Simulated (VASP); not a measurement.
Consider the following.

```
AlN
1.0
    3.15142     0.00000     0.00000
   -1.57571     2.72921     0.00000
    0.00000     0.00000    10.31693
Al N
4 4
Direct
  0.00000   0.00000   0.00000
  0.00000   0.00000   0.50000
  0.66667   0.33333   0.75018
  0.33333   0.66667   0.25018
  0.00000   0.00000   0.81216
  0.00000   0.00000   0.31216
  0.66667   0.33333   0.56329
  0.33333   0.66667   0.06329
```

These are PBE GGA, VASP's PBE PAW potentials (set 64) (plane waves; VASP 6.6.1) values and carry that method's errors. Run with 400 eV cut-off, 10×10×3 Γ-centred mesh, Fermi-Dirac smearing of 0.14 eV, potentials Al N.

At this cut-off the stress carries a Pulay error, which pulls relaxed volumes low.

**Question.** Give the stress tensor in GPa (positive for a compressed cell).

**Answer.** 
```
 -9.79    0.00    0.00
  0.00   -9.79    0.00
  0.00    0.00  -11.96
```
The pressure is its mean diagonal, -10.51 GPa.

The structure was generated: AlN was put into an ordered model structure, which need not be its known phase. The cell was not relaxed at this level.
